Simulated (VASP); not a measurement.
Method: revTPSS meta-GGA, VASP's PBE PAW potentials (set 64) (plane waves; VASP).

A VASP calculation is set up with these files.

### INCAR
```
ALGO  =  Normal
EDIFF  =  1E-6
EDIFFG  =  -0.01
ENCUT  =  520
IBRION  =  2
ISIF  =  3
ISMEAR  =  0
LASPH  =  .TRUE.
LCHARG  =  .FALSE.
LMAXMIX  =  4
LMIXTAU  =  .TRUE.
LREAL  =  .FALSE.
LWAVE  =  .FALSE.
METAGGA  =  RTPSS
NELM  =  100
NSW  =  60
PREC  =  Accurate
SIGMA  =  0.05
SYSTEM  =  CdS
```

**POSCAR**
```
CdS
1.0
  0.0000000000   2.9100000000   2.9100000000
  2.9100000000   0.0000000000   2.9100000000
  2.9100000000   2.9100000000   0.0000000000
Cd S
1 1
Cartesian
  0.0000000000   0.0000000000   0.0000000000
  1.4550000000   1.4550000000   1.4550000000
```

### KPOINTS
```
Automatic mesh
0
Gamma
7 7 7
0 0 0
```

POTCAR, in this order: Cd S (PBE.64 set). Program: vasp_std.

What VASP printed:

### OSZICAR
```
       N       E                     dE             d eps       ncg     rms          rms(c)
DAV:   1     0.266421568569E+03    0.26642E+03   -0.12222E+05   520   0.397E+05
DAV:   2    -0.164455695281E+02   -0.28287E+03   -0.27003E+03   843   0.428E+02
DAV:   3    -0.568308992134E+02   -0.40385E+02   -0.71473E+02   825   0.157E+02
DAV:   4    -0.435809021623E+02    0.13250E+02   -0.56889E+02   730   0.413E+01
DAV:   5    -0.755332653329E+01    0.36028E+02   -0.19336E+02   786   0.208E+01    0.199E+01
DAV:   6     0.957814066609E+01    0.17131E+02   -0.63380E+01   573   0.428E+01    0.747E+00
DAV:   7     0.939760685227E+01   -0.18053E+00   -0.76058E-01   595   0.708E+00    0.477E+00
DAV:   8     0.989926128692E+01    0.50165E+00   -0.48836E-01   540   0.930E+00    0.869E-01
DAV:   9     0.941291538865E+01   -0.48635E+00   -0.25657E-01   525   0.641E+00    0.538E-01
DAV:  10     0.941471689910E+01    0.18015E-02   -0.40550E-02   535   0.232E+00    0.285E-01
DAV:  11     0.940358307871E+01   -0.11134E-01   -0.31014E-03   590   0.643E-01    0.987E-02
DAV:  12     0.942160572934E+01    0.18023E-01   -0.35057E+00   520   0.125E+02    0.737E-02
DAV:  13     0.940049560923E+01   -0.21110E-01   -0.16928E-01   520   0.611E+00    0.863E-02
DAV:  14     0.939977974630E+01   -0.71586E-03   -0.34627E-04   575   0.193E-01    0.236E-02
DAV:  15     0.939971944978E+01   -0.60297E-04   -0.28505E-04   525   0.200E-01    0.212E-02
DAV:  16     0.939961727675E+01   -0.10217E-03   -0.36163E-05   530   0.790E-02    0.126E-02
DAV:  17     0.939966693346E+01    0.49657E-04   -0.17226E-05   535   0.508E-02    0.124E-02
DAV:  18     0.939959487586E+01   -0.72058E-04   -0.23291E-05   520   0.642E-02    0.386E-03
DAV:  19     0.939959494488E+01    0.69025E-07   -0.69406E-07   420   0.925E-03
   1 F= 0.93995949E+01 E0= 0.93995949E+01  d E =0.939959E+01
       N       E                     dE             d eps       ncg     rms          rms(c)
DAV:   1     0.886370720577E+01   -0.53589E+00   -0.12711E+01   550   0.503E+01    0.662E+00
DAV:   2     0.932539218528E+01    0.46168E+00   -0.10417E+00   560   0.167E+01    0.238E+00
DAV:   3     0.937723236207E+01    0.51840E-01   -0.16454E-01   525   0.530E+00    0.215E+00
DAV:   4     0.940348085040E+01    0.26248E-01   -0.24355E-02   520   0.159E+00    0.456E-01
DAV:   5     0.939250046895E+01   -0.10980E-01   -0.13062E-02   520   0.151E+00    0.222E-01
DAV:   6     0.938470222807E+01   -0.77982E-02   -0.48050E-03   520   0.790E-01    0.106E-01
DAV:   7     0.938481620405E+01    0.11398E-03   -0.19502E-03   520   0.519E-01    0.573E-02
DAV:   8     0.938271675883E+01   -0.20994E-02   -0.36069E-04   520   0.257E-01    0.151E-02
DAV:   9     0.938256846769E+01   -0.14829E-03   -0.61029E-05   575   0.802E-02    0.138E-02
DAV:  10     0.938255252252E+01   -0.15945E-04   -0.76467E-06   520   0.367E-02    0.478E-03
DAV:  11     0.938255998621E+01    0.74637E-05   -0.55171E-06   520   0.345E-02    0.612E-03
DAV:  12     0.938255102182E+01   -0.89644E-05   -0.55974E-06   520   0.396E-02    0.256E-03
DAV:  13     0.938254934595E+01   -0.16759E-05   -0.22557E-07   300   0.750E-03    0.751E-04
DAV:  14     0.938254941102E+01    0.65065E-07   -0.17542E-08   260   0.161E-03
   2 F= 0.93825494E+01 E0= 0.93825494E+01  d E =-.170455E-01
       N       E                     dE             d eps       ncg     rms          rms(c)
DAV:   1     0.934158586568E+01   -0.40963E-01   -0.90648E-01   560   0.129E+01    0.157E+00
DAV:   2     0.937672617014E+01    0.35140E-01   -0.86116E-02   575   0.486E+00    0.557E-01
DAV:   3     0.938014114998E+01    0.34150E-02   -0.12847E-02   525   0.139E+00    0.476E-01
DAV:   4     0.938138303614E+01    0.12419E-02   -0.15759E-03   520   0.476E-01    0.971E-02
DAV:   5     0.938196217437E+01    0.57914E-03   -0.13217E-03   520   0.493E-01    0.683E-02
DAV:   6     0.938019649141E+01   -0.17657E-02   -0.46143E-04   520   0.263E-01    0.229E-02
DAV:   7     0.938025526613E+01    0.58775E-04   -0.64306E-05   540   0.928E-02    0.173E-02
DAV:   8     0.938014701074E+01   -0.10826E-03   -0.19800E-05   520   0.623E-02    0.245E-03
DAV:   9     0.938013681679E+01   -0.10194E-04   -0.36651E-06   540   0.218E-02    0.322E-03
DAV:  10     0.938013534315E+01   -0.14736E-05   -0.34193E-07   365   0.809E-03    0.116E-03
DAV:  11     0.938013549328E+01    0.15013E-06   -0.32852E-07   360   0.623E-03
   3 F= 0.93801355E+01 E0= 0.93801355E+01  d E =-.194595E-01
```

### OUTCAR
```
------------------------ aborting loop because EDIFF is reached ----------------------------------------
  FORCE on cell =-STRESS in cart. coord.  units (eV):
  Direction    XX          YY          ZZ          XY          YZ          ZX
  --------------------------------------------------------------------------------------
  Total        0.0045351      0.0045351      0.0045351      0.0000000      0.0000000      0.0000000
  in kB        0.1408554      0.1408554      0.1408554      0.0000000      0.0000000      0.0000000
  external PRESSURE =       0.1408554 kB  Pullay stress =       0.0000000 kB
  volume of cell :       51.58
      direct lattice vectors                 reciprocal lattice vectors
    -0.000000000  2.954593018  2.954593018    -0.169228045  0.169228045  0.169228045
     2.954593018 -0.000000000  2.954593018     0.169228045 -0.169228045  0.169228045
     2.954593018  2.954593018 -0.000000000     0.169228045  0.169228045 -0.169228045
  FREE ENERGIE OF THE ION-ELECTRON SYSTEM (eV)
  ---------------------------------------------------
  free  energy   TOTEN  =         9.3801354933 eV

  energy  without entropy=        9.3801354933  energy(sigma->0) =        9.38013549

 reached required accuracy - stopping structural energy minimisation
```
(Selected blocks of OUTCAR.)

### CONTCAR
```
CdS
   1.00000000000000
    -0.0000000000000000    2.9545930175745614    2.9545930175745614
     2.9545930175745614   -0.0000000000000000    2.9545930175745614
     2.9545930175745614    2.9545930175745614   -0.0000000000000000
  Cd              S
     1     1
Direct
     0.0000000000000000    0.0000000000000000    0.0000000000000000
     0.2500000000000000    0.2500000000000000    0.2500000000000000
```

File OUTCAR:
```
 val. band max:        0.9245465355   @ k =   0.0000   0.0000   0.0000

 cond. band min:       2.1219092379   @ k =   0.0000   0.0000   0.0000


 Fermi energy:         1.1663874233

 k-point     1 :       0.0000    0.0000    0.0000
  band No.  band energies     occupation
      1     -11.5069      2.00000
      2      -6.6549      2.00000
      3      -6.6549      2.00000
      4      -6.6549      2.00000
      5      -6.2215      2.00000
      6      -6.2215      2.00000
      7       0.9245      2.00000
      8       0.9245      2.00000
      9       0.9245      2.00000
     10       2.1219      0.00000
     11       7.6829      0.00000
     12       7.6829      0.00000
     13       7.6829      0.00000

 k-point     2 :       0.1429    0.0000    0.0000
  band No.  band energies     occupation
      1     -11.4319      2.00000
      2      -6.6280      2.00000
      3      -6.6280      2.00000
      4      -6.5871      2.00000
      5      -6.2222      2.00000
      6      -6.2222      2.00000
      7      -0.2638      2.00000
      8       0.7785      2.00000
      9       0.7785      2.00000
     10       3.0954      0.00000
     11       7.3364      0.00000
     12       7.9235      0.00000
     13       7.9235      0.00000

 k-point     3 :       0.2857    0.0000    0.0000
  band No.  band energies     occupation
      1     -11.2618      2.00000
      2      -6.5762      2.00000
      3      -6.5762      2.00000
      4      -6.3433      2.00000
      5      -6.2123      2.00000
      6      -6.2123      2.00000
      7      -1.8738      2.00000
      8       0.4750      2.00000
      9       0.4750      2.00000
     10       3.8993      0.00000
     11       7.4438      0.00000
     12       8.1890      0.00000
     13       8.1890      0.00000

 k-point     4 :       0.4286    0.0000    0.0000
  band No.  band energies     occupation
      1     -11.1248      2.00000
      2      -6.5469      2.00000
      3      -6.5469      2.00000
...
```

Energy and stress use the plane-wave basis of the starting cell.

The compound is CdS in the zinc blende structure, a metastable form; wurtzite is the usual one. This run relaxes it. Symmetry was kept, so distortions that lower it aren't found.
